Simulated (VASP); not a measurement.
RhN (relaxed from the NiAs type structure, space group P6_3/mmc): computed properties

All values below come from PBEsol GGA, VASP's PBE PAW potentials (set 64) (plane waves; VASP).

```yaml
space_group: P6_3/mmc (194)
cell: a = b = 2.993 Å, c = 5.072 Å, α = β = 90.00°, γ = 120.00°
volume_per_atom: 9.84 Å^3/atom
band gap (over mesh and band path): none (metal, semimetal or under 0.01 eV)
density: 9.87 g/cm³
```

```xyz
4
Lattice="2.9930 0.0000 0.0000 -1.4965 2.5920 0.0000 0.0000 0.0000 5.0718" Properties=species:S:1:pos:R:3 pbc="T T T"
Rh     0.0000     0.0000     0.0000
Rh     0.0000     0.0000     2.5359
N      0.0000     1.7280     1.2679
N      1.4965     0.8640     3.8038
```

The structure was generated: RhN was put into the NiAs type type (P6_3/mmc), which need not be its known phase. It was relaxed first, which changed the volume by -16 %. Symmetry was kept, so distortions that lower it aren't found.
